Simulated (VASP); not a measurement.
Here is the system:

```yaml
crystal:
  lattice:
    - [0.00000, 3.07634, 3.07634]
    - [3.07634, 0.00000, 3.07634]
    - [3.07634, 3.07634, 0.00000]
  atoms:
    - { symbol: Tc, position: [0.00000, 0.00000, 0.00000] }
    - { symbol: Si, position: [0.25000, 0.25000, 0.25000] }
    - { symbol: Si, position: [0.75000, 0.75000, 0.75000] }
```

Computed with PBE GGA, VASP's PBE PAW potentials (set 64) (plane waves; VASP). Settings: 300 eV cut-off, 8×8×8 Γ-centred mesh, Gaussian smearing of 0.10 eV, potentials Tc_pv Si.

At this cut-off the stress carries a Pulay error, which pulls relaxed volumes low.

Task: Give the stress tensor in GPa (positive for a compressed cell).

Result: 
```
-20.33    0.00    0.00
  0.00  -20.33    0.00
  0.00    0.00  -20.33
```
The pressure is its mean diagonal, -20.33 GPa.

The structure was generated: Si2Tc was put into an ordered model structure, which need not be its known phase. The cell was not relaxed at this level. The electron count is odd and the run is not spin-polarised, which forces a metal.
